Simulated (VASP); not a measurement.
A convergence study with VASP on GaP (zinc blende): one setting is varied, all else stays as given below, so the limit is that of these other settings.

```yaml
crystal:
  lattice:
    - [0.00000, 2.72500, 2.72500]
    - [2.72500, 0.00000, 2.72500]
    - [2.72500, 2.72500, 0.00000]
  atoms:
    - { symbol: Ga, position: [0.00000, 0.00000, 0.00000] }
    - { symbol: P, position: [0.25000, 0.25000, 0.25000] }
```

Computed with PBE GGA, VASP's PBE PAW potentials (set 64) (plane waves; VASP). The tightest run used: 550 eV cut-off, 17×17×17 Γ-centred mesh, tetrahedra with Blöchl corrections, potentials Ga_d P.

Gaps are read on the run's mesh, which can miss a band edge.

| setting | E (eV/atom) | pressure (GPa) | gap on the mesh (eV) | irreducible k-points |
|---|---|---|---|---|
| 3×3×3 mesh | -4.3073 | 4.08 | 1.695 | 4 |
| 4×4×4 mesh | -4.4879 | 2.92 | 1.628 | 8 |
| 5×5×5 mesh | -4.5363 | 2.61 | 1.594 | 10 |

### Question
These are the cheaper rows. Estimate the results at 17×17×17 mesh, and how far the last row shown lies from them.

### Answer

| quantity | tightest run | last row shown is off by |
|---|---|---|
| E (eV/atom) | -4.5592 | 0.0229 |
| pressure (GPa) | 2.50 | 0.11 |
| gap on the mesh (eV) | 1.595 | -0.001 |

Left out are rungs that failed or repeat a setting and relaxations that didn't move; long series are thinned to 24 rows.

The compound is GaP in the zinc blende structure. The cell was not relaxed at this level.
